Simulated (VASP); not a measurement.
Energy against volume of ZnO (wurtzite). Computed with RPBE GGA, VASP's PBE PAW potentials (set 64) (plane waves; VASP 6.6.1). Run with 520 eV cut-off, 8×8×4 Γ-centred mesh, Gaussian smearing of 0.050 eV, potentials Zn O.

Shape and ions are relaxed at each volume.

```
V (Å³/atom)  E (eV/atom)
-----------  -----------
12.476          -4.08968
12.862          -4.09425
13.248          -4.09041
13.634          -4.07947
```

Problem. Fit these four points and predict the energy of the run at 12.090 Å³/atom.

Solution. A cubic in V^(−2/3), the third-order Birch-Murnaghan form, passes through the four points with V0 = 12.87 Å³/atom and B0 = 116 GPa, and gives -4.0752 eV/atom there. The run gave -4.0753 eV/atom, -0.1 meV/atom from the fit; all five points give B0 = 115 GPa.

The compound is ZnO in the wurtzite structure. It was relaxed first, which changed the volume by +8 %.
